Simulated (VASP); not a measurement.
```
CELL_PARAMETERS angstrom
      1.32394    -2.29314     0.00000
      1.32394     2.29314     0.00000
      0.00000     0.00000     4.65815
ATOMIC_POSITIONS crystal
  Zn 0.33333 0.66667 0.25000
  Zn 0.66667 0.33333 0.75000
```

The numbers are results of r2SCAN meta-GGA, VASP's PBE PAW potentials (set 64) (plane waves; VASP), not measurements. Settings: 400 eV cut-off, 18×18×9 Γ-centred mesh, tetrahedra with Blöchl corrections, potentials Zn.

Problem. Predict the energy per atom (σ→0), band gap (over mesh and band path) with the smallest direct gap where there is one.

Solution. 
```json
{
 "band gap (over mesh and band path)": "none (metal, semimetal or under 0.01 eV)",
 "energy per atom (σ→0)": "-858.0 kJ/mol of atoms"
}
```

Only differences to runs with the same potentials and settings are physical.

The compound is Zn in the hcp structure. It was relaxed first, which changed the volume by -7 %.
